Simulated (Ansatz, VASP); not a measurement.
# ZrB2: VASP beside Ansatz, part 2 of 2

Wanted: the spread between two codes on one cell, functional and k mesh. The cell is taken from a series of runs on this material, whose earlier steps may have relaxed, scaled, displaced or heated it; both programs get it as it stands.

VASP 6.6.1 and Ansatz 0.2.0.

So far: The structure; VASP: zone-centre phonons, PBEsol.

### Step 3. Ansatz: zone-centre phonons, PBEsol

Level of this step: Ansatz beside VASP: Kohn-Sham DFT, plane waves, PBEsol (Ansatz).

Ansatz runs on its PAW soft_1 files.

The same cell, functional, mesh and smearing now go to Ansatz, which takes its cutoff from its data sets.

The input, input.yaml:

```yaml
crystal:
  lattice:
    - [3.2809286313, 0.0, 0.0]
    - [-1.6404643157, 2.8413675427, 0.0]
    - [0.0, 0.0, 3.4302013279]
  atoms:
    - { symbol: B, position: [0.3333333333, 0.6666666667, 0.5] }
    - { symbol: B, position: [0.6666666667, 0.3333333333, 0.5] }
    - { symbol: Zr, position: [0.0, 0.0, 0.0] }
kpoints:
  mp_grid: { grid: [15, 15, 12] }
hamiltonian:
  xc: pbesol
  pseudopotentials: { kind: paw, azcp: { folder: soft_1 }, xc_functional: pbe }
scf:
  occupations: { method: methfessel_paxton, width: 0.2 }
output:
  eigenvalues: true
phonons:
  method: dfpt
```

The run is started by

```
ansatz run input.yaml --threads 4 --pin off --max-ram 10240MiB --backend cpu --events-out ev --progress --plain --runs-dir out
```

Numbers of over 12 decimals in the logs are rounded to 6 here.

Output:

```text
zone centre: on kpoints.mp_grid the ground state, and the responses unless they are solved on pairs of k-points, stand on 448 of the mesh's 2700 k-points, reduced under 4 symmetry operations, with k and −k counted as one. Each operation leaves every solved displacement unchanged or reverses it
Engine: ansatz 0.2.0, x86_64-unknown-linux-gnu
Pseudopotentials: kind: paw
Pseudopotential: B, paw, valence charge 3, recommended cutoff 420 eV (normal), soft_1/B.paw.azcp
Pseudopotential: Zr, paw, valence charge 12, recommended cutoff 420 eV (normal), soft_1/Zr.paw.azcp
Functional definition: PBEsol
  exchange = pbesol_x
  correlation = pbesol_c
Crystal: 3 atoms, lattice volume = 31.977 Å³
Basis set: ecut = 420 eV, 635 PW (Γ), exchange–correlation on 48×48×48 points (8 copies of the dense FFT grid, shifted against one another)
Bands: 13, of which v1, the nominal top of the filled ones, is band 9 counted from 1 (8 counted from 0)
Symmetry: 24 space group operations
k-points: 448 of 2700 (irreducible under 4 space group operations, time reversal used)
Non-local potential: B, projectors of the file, l = 0: 2, l = 1: 2, l = 2: 1
Non-local potential: Zr, projectors of the file, l = 0: 3, l = 1: 2, l = 2: 2, l = 3: 1
PAW form: soft (Blöchl's): semilocal exchange-correlation on the pseudo side does not see the compensation charge
PAW frozen core: B, regenerated for the run's functional, and the local potential with it (the file was generated under x = pbe(κ = 0.804, μ = 0.219515), c = pbe(β = 0.066725))
PAW frozen core: Zr, regenerated for the run's functional, and the local potential with it (the file was generated under x = pbe(κ = 0.804, μ = 0.219515), c = pbe(β = 0.066725))
PAW one-centre angular grid: B, 110 points (default); XC on 64 Gauss nodes
PAW one-centre angular grid: Zr, 590 points (default); XC on 64 Gauss nodes
Initial density: superposition of atomic densities (chi_scale 0.1, normalization cell, long waves kept (reshape's long-wave potential 0.00 eV rms))
Initial wavefunctions: pseudopotential atomic-orbital guess
Functional: x = pbesol(κ = 0.804, μ = 0.123457), c = pbesol(β = 0.046)
SCF iter   1: F=—  HF=-4437.449106 eV  |F-HF|=—  |Δ(HF+E_count)|=         —  Δρ=4.59e-2  dr2=1.26e0  ethr=3.10e-3  ⟨swp⟩=4.9  Hψ=27954  notcnv=0
preconditioner: auto → none  [metal: Δε(μ)=0.034 eV  Ē_g=9.133 eV  σ=0.200 eV  W_gap=0.14  n_scr=8 (ndim 8)  ℏωp=20.8 eV  f_vac=0.000  D(μ)=0.31/eV (n_scr^D=0)  sad-step TF]
SCF iter   2: F=—  HF=-4437.162488 eV  |F-HF|=—  |Δ(HF+E_count)|=   2.87e-1  S|Δr|=    0.00e0  Δρ=2.30e-2  dr2=2.80e-1  ethr=3.10e-3  ⟨swp⟩=2.0  Hψ=11120  notcnv=0
SCF iter   3: F=—  HF=-4437.084339 eV  |F-HF|=—  |Δ(HF+E_count)|=   7.81e-2  S|Δr|=    0.00e0  Δρ=2.12e-3  dr2=9.07e-4  ethr=1.56e-3  ⟨swp⟩=2.1  Hψ=9903  notcnv=0
SCF iter   4: F=—  HF=-4437.084681 eV  |F-HF|=—  |Δ(HF+E_count)|=   3.42e-4  S|Δr|=    0.00e0  Δρ=4.40e-4  dr2=8.67e-5  ethr=5.04e-6  ⟨swp⟩=2.4  Hψ=12262  notcnv=0
SCF iter   5: F=—  HF=-4437.084665 eV  |F-HF|=—  |Δ(HF+E_count)|=   1.56e-5  S|Δr|=    0.00e0  Δρ=5.28e-5  dr2=1.08e-6  ethr=4.82e-7  ⟨swp⟩=2.1  Hψ=8302  notcnv=0
SCF iter   6: F=—  HF=-4437.084665 eV  |F-HF|=—  |Δ(HF+E_count)|=   3.50e-8  S|Δr|=    0.00e0  Δρ=8.76e-6  dr2=1.05e-8  ethr=6.02e-9  ⟨swp⟩=2.0  Hψ=9344  notcnv=0
SCF iter   7: F=—  HF=-4437.084665 eV  |F-HF|=—  |Δ(HF+E_count)|=   1.99e-9  S|Δr|=    0.00e0  Δρ=1.98e-6  dr2=4.30e-10  ethr=5.83e-11  ⟨swp⟩=2.0  Hψ=9862  notcnv=0
SCF iter   8: F=-4437.084665 eV  HF=-4437.084665 eV  |F-HF|=2.73e-12  |Δ(HF+E_count)|=  7.28e-11  S|Δr|=    0.00e0  Δρ=1.72e-7  dr2=5.82e-12  ethr=1.00e-12  ⟨swp⟩=4.4  Hψ=27220  notcnv=0
SCF 1 converged in 8 iterations: F = -4437.084665 eV  dr2 = 5.82e-12
  greatest PAW one-centre occupation: 0.996 electrons in one spin orbital (limit 2), on the Zr atom at site 2 (counted from 0), in its partial waves of l = 0
DFPT response loops at Γ: preconditioner auto → Kerker (q_TF=auto, 2.479 Å⁻¹) (partly filled bands, converged f_vac=0.000); β = 1.00, the filter's whole step (`scf.mixing.beta` (0.50) is not read by the response loops under this deck's `scf.mixing.preconditioner`; to damp them name `kerker` or `kerker_dos`, under which they read `scf.mixing.beta`, and type it under 1.00, their step now; both keys bind the ground state too); Broyden in place of MSR1
SCF converged after 8 iterations
Stability not checked: this state was not tested for a lower state beside it, because cold or Methfessel-Paxton smearing, or corrected tetrahedra, fill the levels in a way that the test cannot read (fill_not_monotonic; see scf.lower_state_search)
Free energy (F): -4437.084665 eV
Harris-Foulkes:  -4437.084665 eV  (|F-HF|=2.73e-12)
Internal energy: -4437.084419 eV  (E = F + TS)
E sigma→0 (E₀):  -4437.084604 eV
Entropy (-TS):   -0.000246 eV (-0.082 meV/atom)
Fermi energy:    15.046053 eV
--- Per-component energies (eV) ---
  E_band       = -37.705363
  E_kinetic    = 413.974372
  E_local      = -548.760598  (includes V_loc(G=0)·N_el)
  E_nonlocal   = 90.696413
  E_hartree    = 183.986102
  E_xc         = -220.185360
  E_vxc        = -261.202544  (∫ρ·V_xc dr)
  E_paw        = -3059.664776  (= ΣΔE_a)
  E_vpaw       = -100.385216  (= ΣTr[D̂ρ^β])
  E_aug_tail   = -0.000011  (compensation charges beyond the density's cutoff)
  E_ewald      = -1297.325704
  E_core_change = 0.195143  (= ΣΔE_core)
  E_smearing   = -0.000246  (= −TS)
  E_closure    = 0.000000  (closes the sum)
  Σ components = -4437.084665   (vs F -4437.084665, Δ=0.00e0)
--- Band table (eV; the first three rows and the last of 448) ---
  k-point 0: bands = [... 5 lower, 12.0726, 12.0726, 12.6742, 13.2202, 18.2477, 18.2477, 18.7856, 19.5444]
  k-point 1: bands = [... 5 lower, 12.0036, 12.1431, 12.1431, 13.8536, 17.5532, 17.5532, 18.8135, 19.2964]
  k-point 2: bands = [... 5 lower, 11.0731, 12.3522, 12.3522, 14.7112, 16.6132, 16.6132, 18.6482, 18.6482]
  k-point 447: bands = [... 5 lower, 8.1290, 10.5743, 11.3518, 12.3976, 18.8527, 19.0741, 19.6614, 21.1320]
--- Phonons (Γ-DFPT): 4 representative perturbations + reference, on 448 of 2700 k-points (Σ response iterations 12) ---
  k mesh reduced under 4 symmetry operations, with k and −k counted as one. Each operation leaves every solved displacement unchanged or reverses it
  ASR residual: 9.094e-5 → 0.000e0 eV/Å²; symmetrization residual: 5.205e-7 eV/Å²
  ASR residual per site (eV/Å²): 3.19e-5 3.19e-5 9.09e-5
  Γ frequencies (cm⁻¹): 0.00 0.00 0.00 441.60 441.60 457.33 519.98 629.51 629.51
  non-analytic LO–TO correction: not included (Born effective charges unavailable; polar crystals: no LO–TO splitting at Γ)
```

### Step 4. Comparison

Known differences besides the potentials themselves: the cutoff is 420 eV in Ansatz and 500 eV in VASP; Ansatz makes its cores anew for this functional, VASP keeps those of its PBE data sets. Total energies have different zeros and are not compared.

Both answers:

```csv
quantity,Ansatz,VASP,difference
optical mode 1 to 2 (cm⁻¹),441.6,442.5,-0.20 %
optical mode 3 (cm⁻¹),457.3,458.9,-0.35 %
optical mode 4 (cm⁻¹),520.0,520.6,-0.11 %
optical mode 5 to 6 (cm⁻¹),629.5,631.8,-0.37 %
```

Modes are paired by rising frequency, not by their patterns, so a pair may set unlike modes beside each other; they are those without the splitting of longitudinal modes.

### Step 5. Outcome

| Property | Result |
| --- | --- |
| r.m.s. difference of the optical zone-centre modes, each program's sorted by frequency (zone-centre phonons, PBEsol) | 1.6 cm⁻¹ |

In words: The r.m.s. difference of the optical zone-centre modes, each program's sorted by frequency is 1.6 cm⁻¹ (zone-centre phonons, PBEsol). Such differences can come from data sets, numerical settings and the points named under the comparisons, not from the functional's error against experiment.

[Lines on the potential files, build, host, timing and source positions are cut from VASP's logs without a mark.]

[Logs are printed without paths, hosts, clocks, repeated set-up lines and the standing remarks that a program may print on its own settings, such as how far it seeks lower states.]

[Hosts, paths, dates, database ids (printed as entryN), source tags and the programs' standing remarks are cut or masked in the printed files.]
